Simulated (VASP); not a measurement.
Computed with PBE GGA, VASP's PBE PAW potentials (set 64) (plane waves; VASP).

A VASP calculation is set up with these files.

### INCAR
```
# general
SYSTEM  = CuGaSe2
PREC    = Accurate
ENCUT   = 300
LREAL   = .False.   # projection in real space or not
LASPH   = .True.

# electronic loop
EDIFF   = 1E-6   # SCF stop (eV)
NELM    = 100
ALGO    = Normal   # blocked Davidson
LMAXMIX = 4

# smearing
ISMEAR  = -1   # Fermi-Dirac
SIGMA   = 0.05   # width (eV)

# functional
GGA     = PE

# ions
ISIF    = 2

# output
LWAVE   = .False.
LCHARG  = .False.
```

**KPOINTS**
```
Automatic mesh
0
Gamma
3 3 3
0 0 0
```

POSCAR:
```
CuGaSe2
1
   -2.8294040000     2.8294040000     5.5579370000
    2.8294040000    -2.8294040000     5.5579370000
    2.8294040000     2.8294040000    -5.5579370000
Ga Cu Se
2 2 4
Direct
  0.5000000000   0.5000000000   0.0000000000
  0.2500000000   0.7500000000   0.5000000000
  0.0000000000   0.0000000000   0.0000000000
  0.7500000000   0.2500000000   0.5000000000
  0.8750000000   0.8750000000   0.5000000000
  0.1250000000   0.6250000000   0.0000000000
  0.3750000000   0.3750000000   0.5000000000
  0.6250000000   0.1250000000   0.0000000000
```

File KPOINTS_OPT:
```
k-points along high-symmetry lines
6
Line-mode
Reciprocal
  0.000000   0.000000   0.000000 ! GAMMA
  0.000000   0.000000   0.500000 ! X

  0.000000   0.000000   0.500000 ! X
  0.250000   0.250000   0.250000 ! P

  0.250000   0.250000   0.250000 ! P
  0.000000   0.500000   0.000000 ! N

  0.000000   0.500000   0.000000 ! N
  0.000000   0.000000   0.000000 ! GAMMA

  0.000000   0.000000   0.000000 ! GAMMA
  0.500000   0.500000  -0.500000 ! M

  0.500000   0.500000  -0.500000 ! M
  0.314789   0.685211  -0.314789 ! S

 -0.314789   0.314789   0.314789 ! S_0
  0.000000   0.000000   0.000000 ! GAMMA

  0.000000   0.000000   0.500000 ! X
 -0.129578   0.129578   0.500000 ! R

  0.500000   0.500000  -0.129578 ! G
  0.500000   0.500000  -0.500000 ! M
```

POTCAR, in this order: Ga_d Cu Se (PBE.64 set). Program: vasp_std.

At this cut-off the stress carries a Pulay error, which pulls relaxed volumes low.

Problem. Predict the energy per atom (σ→0), pressure, largest force, band gap (over mesh and band path).

Solution. 
```
Property                                     Value
----------------------------------  --------------
energy per atom (σ→0)               -3.881 eV/atom
band gap (over mesh and band path)         0.15 eV
pressure                                  1.08 GPa
largest force                           0.288 eV/Å
```

OSZICAR:
```
...
       N       E                     dE             ncg
       N       E                     dE             ncg
       N       E                     dE             ncg
       N       E                     dE             ncg
       N       E                     dE             ncg
       N       E                     dE             ncg
       N       E                     dE             ncg
       N       E                     dE             ncg
```

The structure is a typed CuGaSe2 crystal. The cell was not relaxed at this level. The k-mesh is coarse (spacing up to 0.52 per Å, 2π included), so the numbers may not be converged in it.
